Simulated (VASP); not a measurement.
All values below come from PBE GGA with D3 dispersion (Becke-Johnson damping), VASP's PBE PAW potentials (set 64) (plane waves; VASP 6.6.1).

A VASP calculation is set up with these files.

**KPOINTS**
```
Automatic
0
G
  12 12 9
```

INCAR:
```
! general
SYSTEM  = FePt
PREC    = Accurate
ENCUT   = 520
LREAL   = F
LASPH   = T

! electronic loop
EDIFF   = 1E-6
NELM    = 100
ALGO    = Normal
LMAXMIX = 6

! smearing
ISMEAR  = 1
SIGMA   = 0.1

! functional
GGA     = PE
IVDW    = 12

! spin
ISPIN   = 2
MAGMOM  = 3.0 0.0

! ions
IBRION  = 2
NSW     = 60
ISIF    = 3
EDIFFG  = -0.01

! output
LWAVE   = F
LCHARG  = F
LORBIT  = 10
```

POSCAR:
```
FePt
1
    2.7200000000     0.0000000000     0.0000000000
    0.0000000000     2.7200000000     0.0000000000
    0.0000000000     0.0000000000     3.7100000000
Fe Pt
1 1
Direct
  0.0000000000   0.0000000000   0.0000000000
  0.5000000000   0.5000000000   0.5000000000
```

POTCAR, in this order: Fe Pt (PBE.64 set). Program: vasp_std.

Output

OUTCAR:
```
 ion  position               nearest neighbor table
   1  0.000  0.000  0.000-   2 2.67   2 2.67   2 2.67   2 2.67   2 2.67   2 2.67   2 2.67   2 2.67
  LATTYP: Found a simple tetragonal cell.
 ALAT       =     2.7200000000
 C/A-ratio  =     1.3639705882
 Subroutine PRICEL returns:
 Original cell was already a primitive cell.
 Subroutine GETGRP returns: Found 16 space group operations
The static configuration has the point symmetry D_4h.
The dynamic configuration has the point symmetry D_4h.
The overall configuration has the point symmetry D_4h.
 Subroutine INISYM returns: Found 16 space group operations
 Subroutine IBZKPT returns following result:
 Found    140 irreducible k-points:

 Following reciprocal coordinates:
            Coordinates               Weight
  0.000000  0.000000  0.000000      1.000000
  0.083333  0.000000  0.000000      4.000000
  0.166667  0.000000  0.000000      4.000000
  0.250000  0.000000  0.000000      4.000000
  0.333333  0.000000  0.000000      4.000000
  0.416667  0.000000  0.000000      4.000000
  0.500000  0.000000  0.000000      2.000000
  0.083333  0.083333  0.000000      4.000000
  0.166667  0.083333  0.000000      8.000000
  0.250000  0.083333  0.000000      8.000000
  0.333333  0.083333  0.000000      8.000000
  0.416667  0.083333  0.000000      8.000000
  0.500000  0.083333  0.000000      4.000000
  0.166667  0.166667  0.000000      4.000000
  0.250000  0.166667  0.000000      8.000000
  0.333333  0.166667  0.000000      8.000000
  0.416667  0.166667  0.000000      8.000000
  0.500000  0.166667  0.000000      4.000000
  0.250000  0.250000  0.000000      4.000000
  0.333333  0.250000  0.000000      8.000000
  0.416667  0.250000  0.000000      8.000000
  0.500000  0.250000  0.000000      4.000000
  0.333333  0.333333  0.000000      4.000000
...
```

### OSZICAR
```
       N       E                     dE             d eps       ncg     rms          rms(c)
DAV:   1     0.942950891134E+02    0.94295E+02   -0.87655E+03  8616   0.133E+03
DAV:   2    -0.127758782714E+02   -0.10707E+03   -0.96073E+02  8603   0.259E+02
DAV:   3    -0.161622385002E+02   -0.33864E+01   -0.32722E+01 10529   0.554E+01
DAV:   4    -0.161967014174E+02   -0.34463E-01   -0.34449E-01  9517   0.475E+00
DAV:   5    -0.161976153642E+02   -0.91395E-03   -0.91393E-03 11183   0.880E-01    0.167E+01
DAV:   6    -0.172368908277E+02   -0.10393E+01   -0.13553E+01  9165   0.827E+01    0.231E+01
DAV:   7    -0.149204649735E+02    0.23164E+01   -0.91135E+00 10805   0.792E+01    0.896E+00
DAV:   8    -0.148891940293E+02    0.31271E-01   -0.46837E-01 10015   0.106E+01    0.425E+00
DAV:   9    -0.148054577553E+02    0.83736E-01   -0.13235E-01 12189   0.774E+00    0.180E+00
DAV:  10    -0.147956686346E+02    0.97891E-02   -0.37773E-02 12751   0.372E+00    0.705E-01
DAV:  11    -0.147947237005E+02    0.94493E-03   -0.29302E-03 12244   0.103E+00    0.265E-01
DAV:  12    -0.147945471531E+02    0.17655E-03   -0.30776E-04 11650   0.270E-01    0.738E-02
DAV:  13    -0.147945502066E+02   -0.30535E-05   -0.52387E-05 10960   0.154E-01    0.404E-02
DAV:  14    -0.147945482304E+02    0.19763E-05   -0.60525E-06  9910   0.600E-02    0.142E-02
DAV:  15    -0.147945480863E+02    0.14403E-06   -0.30779E-06  7967   0.424E-02
   1 F= -.15872771E+02 E0= -.15872435E+02  d E =-.158728E+02  mag=     3.2736
       N       E                     dE             d eps       ncg     rms          rms(c)
DAV:   1    -0.148930891225E+02   -0.98541E-01   -0.24551E+00  8652   0.215E+01    0.298E+00
DAV:   2    -0.147599062794E+02    0.13318E+00   -0.30804E-01  9492   0.731E+00    0.170E+00
DAV:   3    -0.147600041193E+02   -0.97840E-04   -0.10438E-02 10223   0.141E+00    0.994E-01
DAV:   4    -0.147593845154E+02    0.61960E-03   -0.61938E-03 11188   0.209E+00    0.405E-01
DAV:   5    -0.147587601982E+02    0.62432E-03   -0.39734E-03 10302   0.171E+00    0.332E-01
DAV:   6    -0.147583820133E+02    0.37818E-03   -0.88539E-04 12438   0.558E-01    0.600E-02
DAV:   7    -0.147583951087E+02   -0.13095E-04   -0.58115E-05 10659   0.115E-01    0.287E-02
DAV:   8    -0.147583998574E+02   -0.47487E-05   -0.72832E-06  9905   0.285E-02    0.164E-02
DAV:   9    -0.147584009563E+02   -0.10990E-05   -0.10998E-06  6923   0.146E-02    0.461E-03
DAV:  10    -0.147584008099E+02    0.14644E-06   -0.38916E-07  4515   0.134E-02
   2 F= -.15869462E+02 E0= -.15869405E+02  d E =0.330901E-02  mag=     3.2083
       N       E                     dE             d eps       ncg     rms          rms(c)
DAV:   1    -0.148334939380E+02   -0.75093E-01   -0.89705E-01  8624   0.131E+01    0.172E+00
DAV:   2    -0.147850740097E+02    0.48420E-01   -0.11571E-01  9422   0.485E+00    0.107E+00
DAV:   3    -0.147862698864E+02   -0.11959E-02   -0.11930E-02 10576   0.251E+00    0.900E-01
DAV:   4    -0.147844409341E+02    0.18290E-02   -0.76900E-03 10842   0.240E+00    0.310E-01
DAV:   5    -0.147841686375E+02    0.27230E-03   -0.14288E-03 10234   0.998E-01    0.213E-01
DAV:   6    -0.147840403613E+02    0.12828E-03   -0.28398E-04 12600   0.277E-01    0.331E-02
DAV:   7    -0.147840461179E+02   -0.57566E-05   -0.16266E-05  9354   0.430E-02    0.164E-02
DAV:   8    -0.147840483299E+02   -0.22121E-05   -0.20283E-06  8536   0.215E-02    0.971E-03
DAV:   9    -0.147840488031E+02   -0.47319E-06   -0.60575E-07  4669   0.161E-02
   3 F= -.15875219E+02 E0= -.15874966E+02  d E =-.244823E-02  mag=     3.2474
       N       E                     dE             d eps       ncg     rms          rms(c)
DAV:   1    -0.147856313236E+02   -0.15830E-02   -0.58431E-02  9338   0.195E+00    0.216E-01
DAV:   2    -0.147854692764E+02    0.16205E-03   -0.33779E-03 11835   0.136E+00    0.333E-01
DAV:   3    -0.147848537226E+02    0.61555E-03   -0.19320E-03 10767   0.120E+00    0.113E-01
DAV:   4    -0.147847208525E+02    0.13287E-03   -0.19415E-04 11490   0.168E-01    0.513E-02
DAV:   5    -0.147847142559E+02    0.65966E-05   -0.19022E-05 12160   0.747E-02    0.162E-02
DAV:   6    -0.147847127074E+02    0.15484E-05   -0.12214E-06  5878   0.184E-02    0.699E-03
DAV:   7    -0.147847125563E+02    0.15111E-06   -0.55248E-07  4543   0.946E-03
   4 F= -.15875585E+02 E0= -.15875349E+02  d E =-.366021E-03  mag=     3.2401
       N       E                     dE             d eps       ncg     rms          rms(c)
DAV:   1    -0.147861473394E+02   -0.14346E-02   -0.63433E-02  9345   0.203E+00    0.227E-01
DAV:   2    -0.147860080606E+02    0.13928E-03   -0.37375E-03 11799   0.143E+00    0.357E-01
DAV:   3    -0.147852993094E+02    0.70875E-03   -0.21618E-03 10774   0.127E+00    0.117E-01
DAV:   4    -0.147851559648E+02    0.14334E-03   -0.20981E-04 11360   0.171E-01    0.544E-02
DAV:   5    -0.147851488048E+02    0.71600E-05   -0.19803E-05 12036   0.754E-02    0.178E-02
DAV:   6    -0.147851470102E+02    0.17947E-05   -0.13120E-06  6077   0.193E-02    0.753E-03
DAV:   7    -0.147851468370E+02    0.17315E-06   -0.60297E-07  4543   0.980E-03
   5 F= -.15875723E+02 E0= -.15875512E+02  d E =-.503382E-03  mag=     3.2319
```

### OUTCAR
```
------------------------ aborting loop because EDIFF is reached ----------------------------------------
 Edisp (eV)   -1.09058
  FORCE on cell =-STRESS in cart. coord.  units (eV):
  Direction    XX          YY          ZZ          XY          YZ          ZX
  --------------------------------------------------------------------------------------
  Total       0.00424     0.00424     0.00191     0.00000     0.00000     0.00000
  in kB       0.25039     0.25039     0.11278     0.00000     0.00000     0.00000
  external pressure =        0.20 kB  Pullay stress =        0.00 kB
  volume of cell :       27.15
      direct lattice vectors                 reciprocal lattice vectors
     2.700226993 -0.000000000  0.000000000     0.370339235  0.000000000 -0.000000000
     0.000000000  2.700226993  0.000000000    -0.000000000  0.370339235  0.000000000
     0.000000000 -0.000000000  3.723483053    -0.000000000 -0.000000000  0.268565745
 POSITION                                       TOTAL-FORCE (eV/Angst)
 -----------------------------------------------------------------------------------
      0.00000      0.00000      0.00000        -0.000000      0.000000      0.000000
      1.35011      1.35011      1.86174         0.000000     -0.000000      0.000000
 -----------------------------------------------------------------------------------
    total drift:                                0.000000      0.000000      0.000000
  FREE ENERGIE OF THE ION-ELECTRON SYSTEM (eV)
  ---------------------------------------------------
  free  energy   TOTEN  =       -15.8757228000 eV

  energy  without entropy=      -15.8750911099  energy(sigma->0) =      -15.87551224

 total charge

# of ion       s       p       d       tot
------------------------------------------
    1        0.415   0.464   6.140   7.020
    2        0.724   0.687   8.066   9.477
--------------------------------------------------
tot          1.139   1.151  14.207  16.497

 magnetization (x)

# of ion       s       p       d       tot
------------------------------------------
    1        0.004  -0.008   2.894   2.890
    2       -0.026  -0.070   0.413   0.317
--------------------------------------------------
tot         -0.022  -0.078   3.308   3.207

 reached required accuracy - stopping structural energy minimisation
```
(Selected blocks of OUTCAR.)

File CONTCAR:
```
FePt
   1.00000000000000
     2.7002269931778264   -0.0000000000000000    0.0000000000000000
     0.0000000000000000    2.7002269931778264    0.0000000000000000
     0.0000000000000000   -0.0000000000000000    3.7234830526583815
  Fe              Pt
     1     1
Direct
     0.0000000000000000    0.0000000000000000    0.0000000000000000
     0.5000000000000000    0.5000000000000000    0.5000000000000000
```

The compound is FePt in the L1_0 structure. This run relaxes it. Symmetry was kept, so distortions that lower it aren't found.
